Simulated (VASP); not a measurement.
OSZICAR of a VASP run on YGe (space group P6/mmm):

OSZICAR:
```
       N       E                     dE             d eps       ncg     rms          rms(c)
DAV:   1     0.578219615880E+03    0.57822E+03   -0.28608E+04   425   0.195E+03
DAV:   2     0.636729035559E+02   -0.51455E+03   -0.50373E+03   365   0.578E+02
DAV:   3    -0.241507932324E+02   -0.87824E+02   -0.86492E+02   488   0.168E+02
DAV:   4    -0.326865199955E+02   -0.85357E+01   -0.84269E+01   560   0.455E+01
DAV:   5    -0.332402349192E+02   -0.55371E+00   -0.55103E+00   536   0.930E+00    0.298E+01
DAV:   6    -0.314998052891E+02    0.17404E+01   -0.93735E+00   513   0.679E+00    0.249E+01
DAV:   7    -0.313098781691E+02    0.18993E+00   -0.11523E+00   512   0.754E+00    0.106E+01
DAV:   8    -0.312981843601E+02    0.11694E-01   -0.33152E-01   494   0.239E+00    0.108E+00
DAV:   9    -0.312959338072E+02    0.22506E-02   -0.52805E-02   504   0.116E+00    0.673E-01
DAV:  10    -0.312959116834E+02    0.22124E-04   -0.88288E-03   451   0.576E-01    0.175E-01
DAV:  11    -0.312959875663E+02   -0.75883E-04   -0.15124E-03   512   0.239E-01    0.561E-02
DAV:  12    -0.312960844258E+02   -0.96859E-04   -0.21709E-04   536   0.642E-02    0.213E-02
DAV:  13    -0.312961095996E+02   -0.25174E-04   -0.25091E-05   400   0.263E-02    0.816E-03
DAV:  14    -0.312961392917E+02   -0.29692E-04   -0.43055E-05   312   0.133E-02    0.660E-03
DAV:  15    -0.312961401360E+02   -0.84431E-06   -0.28111E-06   304   0.624E-03
   1 F= -.31296140E+02 E0= -.31152666E+02  d E =-.286949E+00
```

### Question
Which electronic solver shows in the log?

### Answer
It is blocked Davidson (ALGO = Normal, or the opening steps of other solvers). The INCAR had ALGO = Normal.

### Question
Can the final energy be trusted as converged?

### Answer
Self-consistency was reached. It stopped with EDIFF = 1E-6, NELM = 100 (PBE GGA, plane waves, VASP's PBE PAW potentials (set 64)).

The structure was generated: YGe was put into an ordered model structure, which need not be its known phase. The cell was not relaxed at this level. The k-mesh is coarse (spacing up to 0.52 per Å, 2π included), so the numbers may not be converged in it. The electron count is odd and the run is not spin-polarised, which forces a metal.
